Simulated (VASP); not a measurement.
```xyz
2
Lattice="0.0000 2.1200 2.1200 2.1200 0.0000 2.1200 2.1200 2.1200 0.0000" Properties=species:S:1:pos:R:3 pbc="T T T"
Ti     0.0000     0.0000     0.0000
N      2.1200     2.1200     2.1200
```

Computed with LDA (Ceperley-Alder, Perdew-Zunger), VASP's LDA PAW potentials (set 64) (plane waves; VASP). Run with 520 eV cut-off, 13×13×13 Γ-centred mesh, first-order Methfessel-Paxton smearing of 0.10 eV, potentials Ti_sv N.

Energy and stress use the plane-wave basis of the starting cell.

### Question
The ions, cell shape and volume are relaxed. Give the cell that the relaxation ends in.

### Answer

```xyz
2
Lattice="0.0000 2.0881 2.0881 2.0881 0.0000 2.0881 2.0881 2.0881 0.0000" Properties=species:S:1:pos:R:3 pbc="T T T"
Ti     4.1762     2.0881     2.0881
N      2.0881     2.0881     2.0881
```
Space group Fm-3m (225), at a tolerance of 0.03 Å.

### Question
How do energy and volume change from the first to the last step?

### Answer
The energy (σ→0) changes by -18.1 meV/atom and the volume by -4.4 %, in 4 ionic steps.

| step | E(σ→0) (eV) | max force (eV/Å) | pressure (GPa) | volume (Å³) |
|---|---|---|---|---|
| 1 | -21.6383 | 0.000 | -13.21 | 19.06 |
| 2 | -21.5801 | 0.000 | 25.92 | 16.97 |
| 3 | -21.6744 | 0.000 | -0.24 | 18.23 |
| 4 | -21.6745 | 0.000 | -0.03 | 18.21 |

The compound is TiN in the rock salt structure. This run relaxes it. Symmetry was kept, so distortions that lower it aren't found. The electron count is odd and the run is not spin-polarised, which forces a metal.
